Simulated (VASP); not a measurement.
Given:

```
AlCo
1.0
    2.71318     0.00000     0.00000
    0.00000     2.71318     0.00000
    0.00000     0.00000     2.71318
Al Co
1 1
Direct
  0.50000   0.50000   0.50000
  0.00000   0.00000   0.00000
```

Computed with r2SCAN meta-GGA, VASP's PBE PAW potentials (set 64) (plane waves; VASP 6.6.1). Run with 480 eV cut-off, 12×12×12 Γ-centred mesh, first-order Methfessel-Paxton smearing of 0.10 eV, potentials Al Co.

**Question.** Estimate the energy per atom (σ→0), pressure, band gap (on the k-mesh) with the smallest direct gap where there is one.

**Answer.** 
```yaml
band gap (on the k-mesh): none (metal, semimetal or under 0.01 eV)
energy per atom (σ→0): -10.434 eV/atom
pressure: 29.95 GPa
```

Only differences to runs with the same potentials and settings are physical.

The compound is CoAl in the CsCl type structure. It was relaxed first under an external pressure of 30 GPa. The run is not spin-polarised, so no magnetic state was tried.
